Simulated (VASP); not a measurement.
A convergence study with VASP on Hf (hcp): a few settings are varied, all else stays as given below, so the limit is that of these other settings. The cell's lengths are 1 % over those of the tabulated start and one atom is moved, so it is off equilibrium.

```
Hf
1.0
    1.61095    -2.79025     0.00000
    1.61095     2.79025     0.00000
    0.00000     0.00000     5.10050
Hf
2
Direct
  0.33333   0.66667   0.25000
  0.68548   0.35214   0.75000
```

All values below come from PBEsol GGA, VASP's PBE PAW potentials (set 64) (plane waves; VASP). The last row used: 900 eV cut-off, 11×11×6 Γ-centred mesh, first-order Methfessel-Paxton smearing of 0.10 eV, potentials Hf_sv.

Unless said otherwise, spin-orbit coupling is left out, though it shifts the bands of the heavy elements here. Energies of different potentials or hybrids have different zeros.

```csv
setting,E (eV/atom),pressure (GPa),largest force (eV/Å),plane waves
"ENCUT = 520, POTCAR Hf_pv",-10.4708,-6.30,0.122,1254
"ENCUT = 700, POTCAR Hf_pv",-10.4712,-6.28,0.122,1942
"ENCUT = 900, POTCAR Hf_pv",-10.4711,-6.26,0.122,2836
"ENCUT = 300, POTCAR Hf",-10.5017,-7.10,0.123,557
"ENCUT = 400, POTCAR Hf",?,?,0.122,842
"ENCUT = 520, POTCAR Hf",-10.5008,-7.02,0.122,1254
"ENCUT = 700, POTCAR Hf",-10.5006,-7.01,0.122,1942
"ENCUT = 900, POTCAR Hf",-10.5005,-7.01,0.122,2836
"ENCUT = 300, POTCAR Hf_sv",-13.2859,-6.54,0.121,557
"ENCUT = 400, POTCAR Hf_sv",-13.2884,-6.75,0.121,842
"ENCUT = 520, POTCAR Hf_sv",-13.2897,-6.18,0.121,1254
"ENCUT = 700, POTCAR Hf_sv",-13.2897,-6.18,0.121,1942
"ENCUT = 900, POTCAR Hf_sv",-13.2897,?,0.121,2836
```

Problem. What belongs in the gaps?

Solution. 
- ENCUT = 900, POTCAR Hf_sv, pressure (GPa): -6.16
- ENCUT = 400, POTCAR Hf, E (eV/atom): -10.5007
- ENCUT = 400, POTCAR Hf, pressure (GPa): -7.03

Left out are rungs that failed or repeat a setting and relaxations that didn't move; long series are thinned to 24 rows.

The compound is Hf in the hcp structure. The cell was not relaxed at this level, it is distorted from the ideal structure.
